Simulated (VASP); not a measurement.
Output of a VASP run:

File OSZICAR:
```
       N       E                     dE             d eps       ncg     rms          rms(c)
DAV:   1     0.305292878625E+02    0.30529E+02   -0.82105E+03  2136   0.126E+03
DAV:   2    -0.624129107248E+02   -0.92942E+02   -0.91521E+02  2661   0.544E+02
DAV:   3    -0.677139103483E+02   -0.53010E+01   -0.50439E+01  3247   0.982E+01
DAV:   4    -0.679302327116E+02   -0.21632E+00   -0.21093E+00  3404   0.131E+01
DAV:   5    -0.679354968379E+02   -0.52641E-02   -0.52469E-02  3270   0.228E+00    0.299E+01
DAV:   6    -0.660358532534E+02    0.18996E+01   -0.50542E-01  3211   0.105E+01    0.157E+01
DAV:   7    -0.645892143969E+02    0.14466E+01   -0.51936E-01  3405   0.983E+00    0.808E-01
DAV:   8    -0.659804821421E+02   -0.13913E+01   -0.47358E-01  3502   0.762E+00    0.300E+00
DAV:   9    -0.657974638851E+02    0.18302E+00   -0.59242E-02  2603   0.335E+00    0.106E+00
DAV:  10    -0.657589596770E+02    0.38504E-01   -0.28612E-03  3067   0.788E-01    0.103E+00
DAV:  11    -0.657394536912E+02    0.19506E-01   -0.10714E-02  2381   0.140E+00    0.698E-01
DAV:  12    -0.657456949130E+02   -0.62412E-02   -0.95023E-02  2314   0.358E+00    0.190E-01
DAV:  13    -0.657513750179E+02   -0.56801E-02   -0.56671E-03  2767   0.894E-01    0.124E-01
DAV:  14    -0.657513866743E+02   -0.11656E-04   -0.16651E-04  3085   0.165E-01    0.125E-01
DAV:  15    -0.657514280339E+02   -0.41360E-04   -0.59222E-06  3149   0.271E-02    0.126E-01
DAV:  16    -0.657518694744E+02   -0.44144E-03   -0.59167E-04  3102   0.240E-01    0.220E-01
DAV:  17    -0.657513318366E+02    0.53764E-03   -0.70007E-04  3143   0.269E-01    0.363E-01
DAV:  18    -0.657513430226E+02   -0.11186E-04   -0.11655E-04  3314   0.129E-01    0.177E-01
DAV:  19    -0.657511071038E+02    0.23592E-03   -0.20891E-04  2647   0.146E-01    0.568E-02
DAV:  20    -0.657511555320E+02   -0.48428E-04   -0.20488E-04  2447   0.127E-01    0.234E-02
DAV:  21    -0.657511648974E+02   -0.93653E-05   -0.10772E-05  3060   0.476E-02    0.453E-02
DAV:  22    -0.657511624458E+02    0.24516E-05   -0.90970E-06  2539   0.287E-02    0.293E-02
DAV:  23    -0.657511669457E+02   -0.44998E-05   -0.13702E-06  3335   0.145E-02    0.156E-02
DAV:  24    -0.657511666041E+02    0.34160E-06   -0.38624E-07  2411   0.735E-03    0.128E-02
DAV:  25    -0.657511675890E+02   -0.98494E-06   -0.13176E-07  1467   0.510E-03    0.749E-03
DAV:  26    -0.657511671384E+02    0.45064E-06   -0.38834E-08  1228   0.495E-03    0.554E-03
DAV:  27    -0.657511673178E+02   -0.17948E-06   -0.18689E-08  1213   0.322E-03    0.484E-03
DAV:  28    -0.657511668960E+02    0.42184E-06   -0.17276E-08  1213   0.321E-03    0.310E-03
DAV:  29    -0.657511666059E+02    0.29005E-06   -0.19844E-08  1198   0.317E-03    0.228E-03
DAV:  30    -0.657511666948E+02   -0.88867E-07   -0.12788E-08  1198   0.332E-03
   1 F= -.65751167E+02 E0= -.65751723E+02  d E =0.166884E-02
```

OUTCAR:
```
------------------------ aborting loop because EDIFF is reached ----------------------------------------
  FORCE on cell =-STRESS in cart. coord.  units (eV):
  Direction    XX          YY          ZZ          XY          YZ          ZX
  --------------------------------------------------------------------------------------
  Total        0.0552516      0.0552516      0.0668463     -0.0000000     -0.0000000     -0.0000000
  in kB        1.4121742      1.4121742      1.7085242     -0.0000000     -0.0000000     -0.0000000
  external PRESSURE =       1.5109575 kB  Pullay stress =       0.0000000 kB
  volume of cell :       62.69
      direct lattice vectors                 reciprocal lattice vectors
     1.804961975 -3.126285903  0.000000000     0.277014146 -0.159934189  0.000000000
     1.804961975  3.126285903  0.000000000     0.277014146  0.159934189  0.000000000
     0.000000000  0.000000000  5.554439169     0.000000000  0.000000000  0.180036178
 POSITION                                       TOTAL-FORCE (eV/Angst)
 -----------------------------------------------------------------------------------
      1.80496      1.04210      1.38861         0.000000      0.000000      0.000000
      1.80496     -1.04210      4.16583        -0.000000     -0.000000      0.000000
 -----------------------------------------------------------------------------------
    total drift:                                0.000004      0.000093     -0.000011
  FREE ENERGIE OF THE ION-ELECTRON SYSTEM (eV)
  ---------------------------------------------------
  free  energy   TOTEN  =       -65.7511666948 eV

  energy  without entropy=      -65.7528355387  energy(sigma->0) =      -65.75172298
```
(Selected blocks of OUTCAR.)

POSCAR:
```
Ho
1
    1.8049619753    -3.1262859028    -0.0000000000
    1.8049619753     3.1262859028    -0.0000000000
   -0.0000000000     0.0000000000     5.5544391685
Ho
2
Direct
  0.3333330000   0.6666670000   0.2500000000
  0.6666670000   0.3333330000   0.7500000000
```

Task: Write an INCAR and KPOINTS that could have produced this output.

Result: This is not unique; one that fits is the input of the run itself, r2SCAN meta-GGA, plane waves, VASP's PBE PAW potentials (set 64).

INCAR:
```
ALGO=Normal
EDIFF=1E-7
ENCUT=480
ISIF=2
ISMEAR=1
LASPH=.TRUE.
LCHARG=.FALSE.
LMAXMIX=6
LMIXTAU=.TRUE.
LREAL=.FALSE.
LWAVE=.FALSE.
METAGGA=R2SCAN
NELM=100
PREC=Accurate
SIGMA=0.1
SYSTEM=Ho
```

KPOINTS:
```
Automatic mesh
0
Gamma
12 12 6
0 0 0
```

POTCAR, in this order: Ho_3 (PBE.64 set). Program: vasp_std.

The 4f electrons are frozen in the core of the lanthanide potential, so 4f levels, which can set the real gap, and their magnetism are missing.

The compound is Ho in the hcp structure. It was relaxed first.
